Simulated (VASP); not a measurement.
A convergence study with VASP on C (diamond): one setting is varied, all else stays as given below, so the limit is that of these other settings. Each run relaxes cell and ions from the cell shown. The basis is that of the starting cell, so low cut-offs carry a Pulay error.

```yaml
crystal:
  lattice:
    - [0.00000, 1.78350, 1.78350]
    - [1.78350, 0.00000, 1.78350]
    - [1.78350, 1.78350, 0.00000]
  atoms:
    - { symbol: C, position: [0.00000, 0.00000, 0.00000] }
    - { symbol: C, position: [0.25000, 0.25000, 0.25000] }
```

Level of theory: PBEsol GGA, VASP's PBE PAW potentials (set 64) (plane waves; VASP). The tightest run used: 800 eV cut-off, 10×10×10 Γ-centred mesh, Gaussian smearing of 0.050 eV, potentials C.

Gaps are read on the run's mesh, which can miss a band edge.

Question: The settings run are ENCUT = 250; ENCUT = 300; ENCUT = 350; ENCUT = 400; ENCUT = 450; ENCUT = 500; ENCUT = 550; ENCUT = 600; ENCUT = 650; ENCUT = 750; ENCUT = 800. From which on does the relaxed volume stay within 0.05 Å³/atom of the tightest run?

Answer: From ENCUT = 400 on: it is off by 0.040 there and by no more than 0.05 in any finer run, while ENCUT = 350 is off by 0.112.
| setting | relaxed volume (Å³/atom) | E (eV/atom) | gap on the mesh (eV) | plane waves | difference judged (Å³/atom) |
|---|---|---|---|---|---|
| ENCUT = 250 | 5.164 | -9.8136 | 4.318 | 113 | 0.452 |
| ENCUT = 300 | 5.389 | -9.7169 | 4.102 | 144 | 0.227 |
| ENCUT = 350 | 5.504 | -9.6478 | 4.104 | 174 | 0.112 |
| ENCUT = 400 | 5.576 | -9.6301 | 4.053 | 214 | 0.040 |
| ENCUT = 450 | 5.615 | -9.6268 | 4.059 | 262 | 0.001 |
| ENCUT = 500 | 5.625 | -9.6250 | 4.053 | 302 | 0.009 |
| ENCUT = 550 | 5.621 | -9.6255 | 4.056 | 343 | 0.005 |
| ENCUT = 600 | 5.616 | -9.6274 | 4.058 | 392 | 0.000 |
| ENCUT = 650 | 5.613 | -9.6291 | 4.059 | 444 | 0.003 |
| ENCUT = 750 | 5.614 | -9.6309 | 4.060 | 544 | 0.002 |
| ENCUT = 800 | 5.616 | -9.6315 | 4.059 | 596 | 0.000 |

Left out are rungs that failed or repeat a setting and relaxations that didn't move; long series are thinned to 24 rows.

The compound is C in the diamond structure.
